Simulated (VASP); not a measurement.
# Transverse strain, stress and strain energy of wurtzite AlN under uniaxial [0001] stress at LDA level

Calculated here is the response of wurtzite AlN to a strain $x$ imposed along [0001], from 2 % compression to 2 % tension, with the crystal free to widen or narrow across the axis. Strains and energies are measured from the LDA-relaxed crystal, and tension counts as positive. The problem is to find the Young's modulus and Poisson's ratio for this axis, and the strain at which constant values of the two cease to describe the crystal. Both numbers matter for AlN films in acoustic resonators and for strained nitride layers, where a stress along one direction changes the dimensions along the others. The transverse strain at +1.5 % is to be estimated from the other rows.

## Computational details

The start is a typed prototype cell. The crystal was relaxed with LDA. Strain is imposed along [0001]; the strain across the axis is adjusted until the stress across it vanishes, and the atoms are relaxed with LDA. VASP 6.6.1, plane waves with PAW, cutoff 600 eV, no spin polarisation, no spin-orbit coupling, k mesh 11×11×6, static lattice.

Notes on method and selection:

- Runs that did not converge, have known faults or may not be shown are not listed, and runs on Ansatz's PAW sets soft_1 and soft_2 are kept to separate tables.

Columns:

- strain (%): strain along the axis (tension positive).
- gap (eV): band gap on the k mesh at LDA.
- transverse strain (%): strain across the axis.
- stress (GPa): stress along the axis, tension positive.
- strain energy (meV/atom): energy per atom above the relaxed crystal.

## Results

| member | strain (%) | gap (eV) | transverse strain (%) | stress (GPa) | strain energy (meV/atom) |
| --- | --- | --- | --- | --- | --- |
| −2 % | −2.0 | 4.351 | 0.446 | −6.07 | 4.073 |
| −1.5 % | −1.5 | 4.368 | 0.328 | −4.62 | 2.328 |
| −1 % | −1.0 | 4.382 | 0.213 | −3.14 | 1.055 |
| −0.5 % | −0.5 | 4.393 | 0.105 | −1.56 | 0.2753 |
| 0 % | 0.0 | 4.402 | −0.003 | 0.04 | 0.00132 |
| +0.5 % | 0.5 | 4.407 | −0.104 | 1.69 | 0.2406 |
| +1 % | 1.0 | 4.411 | −0.203 | 3.36 | 1.015 |
| +1.5 % | 1.5 | ? | ? | ? | ? |
| +2 % | 2.0 | 4.409 | −0.385 | 6.80 | 4.174 |

Cells marked ? are withheld until the estimate has been made.

Least-squares fits to the members shown, with x = strain (%); R² and errors in the fitted variable (y, or ln y where the fit is in ln y):

| y | members | fit | R² | rms residual | leave-one-out rms | the same for the mean of the others |
| --- | --- | --- | --- | --- | --- | --- |
| transverse strain (%) | 8 | y = 0.01053 − 0.2085 x | 1.00 | 0.013 | 0.021 | 0.30 |
| stress (GPa) | 8 | y = 0.1661 + 3.219 x | 1.00 | 0.13 | 0.20 | 4.6 |

## Reading the trend

Because the stress across the axis vanishes, the slope of stress against strain is the Young's modulus along [0001], not the stiffness constant $C_{33}$, which holds the width fixed and is larger. From the ±0.5 % rows it is (1.69 + 1.56) / 1.0 = 3.25 GPa per %, or 3.25 × 100 = 325 GPa. The same rows give Poisson's ratio, $\nu = C_{13}/(C_{11}+C_{12})$, as (0.104 + 0.105) / 1.0 = 0.209.

Neither number stays constant. Between −2 and −1.5 % the transverse strain changes by (0.328 − 0.446) / 0.5 = −0.236 per unit of axial strain; between +1 and +2 % it changes by only −0.182. Over the same intervals the stress slope rises from 2.90 to 3.44 GPa per %. AlN thus stiffens in tension, whereas stretched bonds alone would soften it.

The wurtzite geometry offers a reason. Compression raises the internal parameter, which is the Al–N separation along the axis as a fraction of $c$, and flattens the Al–N double layers, towards a structure with planar layers. Flattening pushes the atoms apart sideways and takes up axial strain by bending bond angles, which costs less than shortening bonds. If the layers flatten more readily the flatter they already are, compression widens the crystal more per unit of strain and lowers the modulus; tension, which puckers the layers further, does the reverse. Both signs agree with the table, but the strains and stresses alone do not prove this cause.

At ±2 % a constant modulus gives a stress of magnitude 3.25 × 2 = 6.50 GPa, against 6.80 GPa in tension and 6.07 GPa in compression, so it misses by 4 and 7 %. A constant Poisson's ratio gives a transverse strain of magnitude 0.209 × 2 = 0.418 %, against 0.385 and 0.446 %, and misses by 9 and 6 %. At ±1 % both are good to within 4 %. If errors are to stay below 5 %, constant values therefore serve over ±1 % strain but not over ±2 %.

Averaged over compression and tension, the strain energy is nearly harmonic, because the cubic term cancels: the mean is (1.055 + 1.015) / 2 = 1.035 meV/atom at ±1 % and (4.073 + 4.174) / 2 = 4.124 meV/atom at ±2 %. The ratio is 4.124 / 1.035 = 3.98, where a parabola gives 4. At ±0.5 and ±1 % compression costs slightly more than tension, opposite to what the stresses imply. A small offset between the energy minimum and the zero of stress, as a finite plane-wave basis produces, would account for this.

## Predicting the missing value

Plain estimates from the members shown:

- +1.5 %, fit at x = 1.5: −0.302 %
- +1.5 %, straight-line interpolation between +1 % and +2 %: w = (1.5 − 1.0) / (2.0 − 1.0) = 0.500, so −0.203 + 0.500 × (−0.385 − (−0.203)) = −0.294 %

The straight-line fit is the weaker of the two plain estimates, because it ignores a curvature that is plain in the rows. Interpolation between +1 and +2 % follows the local slope and gives −0.294 %. It still replaces a curve by its chord, and that error can be removed.

With $y$ the transverse strain and $x$ the axial strain, both in %, the coefficient of $x^2$ follows from the outer rows and the unstrained one:

$c = [y(2) + y(-2) - 2y(0)]/(2 \cdot 2^2)$

(−0.385 + 0.446 + 0.006) / 8 = 0.0084 per %.

Midway between two points a distance 1 % apart, a parabola lies below its chord by $c/4$, here 0.0084 / 4 = 0.0021 %. The estimate becomes −0.294 − 0.0021 = −0.296 %.

The same route can be tried on the five shown members that have neighbours 0.5 % away on both sides. At −1.5 %, for example, it gives (0.446 + 0.213) / 2 − 0.0021 = 0.327 %, against 0.328 % calculated. Over the five members, from −1.5 to +0.5 %, the rms miss is 0.0014 %, and the largest is 0.0021 %, at −0.5 %. These misses are close to the printed rounding and to the residual −0.003 % of the unstrained row. Rounded up to the third decimal, the rms miss gives an error of 0.002 %.

**Committed estimate, +1.5 %: transverse strain = −0.296 ± 0.002 %.**

## Check

| member | strain (%) | gap (eV) | transverse strain (%) | stress (GPa) | strain energy (meV/atom) |
| --- | --- | --- | --- | --- | --- |
| +1.5 % | 1.5 | 4.412 | −0.297 | 5.05 | 2.326 |

| member | estimate | transverse strain (%) | computed | estimate − computed | miss in error bars |
| --- | --- | --- | --- | --- | --- |
| +1.5 % | committed | −0.296 | −0.297 | +0.001 | 0.5 |
| +1.5 % | fit | −0.302 | −0.297 | −0.005 |  |
| +1.5 % | interpolation | −0.294 | −0.297 | +0.003 |  |

The estimate of −0.296 % lies 0.001 % from the computed −0.297 %, half an error bar away. Interpolation missed by 0.003 % and the straight-line fit by 0.005 %, so the correction for curvature had the right sign and removed most of the interpolation error.

The new row also extends the stiffening in tension. The stress slope is (5.05 − 3.36) / 0.5 = 3.38 GPa per % between +1 and +1.5 %, and (6.80 − 5.05) / 0.5 = 3.50 GPa per % between +1.5 and +2 %. Lateral contraction weakens over the same two steps, from 0.188 to 0.176 per unit of axial strain.

Both changes have the signs expected from puckering of the Al–N double layers. They are a weak test of that mechanism, however, because any smooth curve with the same curvature would have given the same estimate.

## Members off the line

Least-squares fits to the whole series, with x = strain (%); R² and errors in the fitted variable (y, or ln y where the fit is in ln y):

| y | members | fit | R² | rms residual | leave-one-out rms | the same for the mean of the others |
| --- | --- | --- | --- | --- | --- | --- |
| transverse strain (%) | 9 | y = 0.01111 − 0.2080 x | 1.00 | 0.012 | 0.017 | 0.30 |
| stress (GPa) | 9 | y = 0.1722 + 3.225 x | 1.00 | 0.12 | 0.17 | 4.7 |

Largest departures from the fit to the whole series:

| member | transverse strain (%) | fit | computed − fit | in rms residuals |
| --- | --- | --- | --- | --- |
| +2 % | −0.385 | −0.405 | +0.020 | 1.7 |
| −2 % | 0.446 | 0.427 | +0.019 | 1.6 |
| 0 % | −0.003 | 0.011 | −0.014 | 1.2 |
| +0.5 % | −0.104 | −0.093 | −0.011 | 0.9 |

No row stands out: the departures from the straight line are positive at both ends (+0.020 and +0.019 %) and negative in the middle (−0.014 % at zero strain), as a line drawn through a parabola must leave them. With the curvature of 0.0084 per % and a mean $x^2$ of 15 / 9 = 1.67 over the nine rows, the expected departures are 0.0084 × (4 − 1.67) = +0.020 % at ±2 % and −0.0084 × 1.67 = −0.014 % at zero.

## Rules of thumb and their limits

From −2 to +2 % the transverse strain follows $y = -0.003 - 0.2078x + 0.0084x^2$, both strains in %. The coefficients come from the rows at 0 and ±2 %; the other six are met with an rms miss of 0.001 %, against 0.30 % for the mean of the others. A further strain inside this range can be estimated about as well.

For small loads, a tensile stress of 1 GPa along [0001] lengthens the crystal by 1 / 3.25 = 0.31 % and narrows it by 0.209 / 3.25 = 0.064 %.

No omitted effect rivals the full spread of the table, but two matter for the modulus. The calculation holds the macroscopic electric field at zero; in an electrically open crystal the piezoelectric field would raise the modulus by roughly 10 %. Lattice vibrations at room temperature lower it by roughly 1 or 2 %.
